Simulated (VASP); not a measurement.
RuAl (CsCl type) relaxed at rising pressure, in one space group throughout; other phases were not tried. The pressures are those reached. Computed with PBEsol GGA, VASP's PBE PAW potentials (set 64) (plane waves; VASP).

| P (GPa) | V (Å³/atom) | k-mesh |
|---|---|---|
| 0.22 | 13.165 | 12×12×12 |
| 4.95 | 12.898 | 12×12×12 |
| 9.94 | 12.646 | 12×12×12 |
| 20.07 | 12.205 | 13×13×13 |
| 30.01 | 11.836 | 13×13×13 |

A change of mesh leaves a small step in the series.

**Question.** Fit an equation of state and predict the volume at 44.92 GPa.

**Answer.** Least squares on the third-order Birch-Murnaghan form, P = (3B0/2)(y⁷ − y⁵)[1 + (3/4)(B′ − 4)(y² − 1)] with y = (V0/V)^(1/3), gives V0 = 13.177 Å³/atom, B0 = 221 GPa and B′ = 4.4, and so 11.374 Å³/atom. The run gave 11.371 Å³/atom, -0.0 % from the fit.

Pressures at which the relaxation failed are left out.

The compound is RuAl in the CsCl type structure. The electron count is odd and the run is not spin-polarised, which forces a metal.
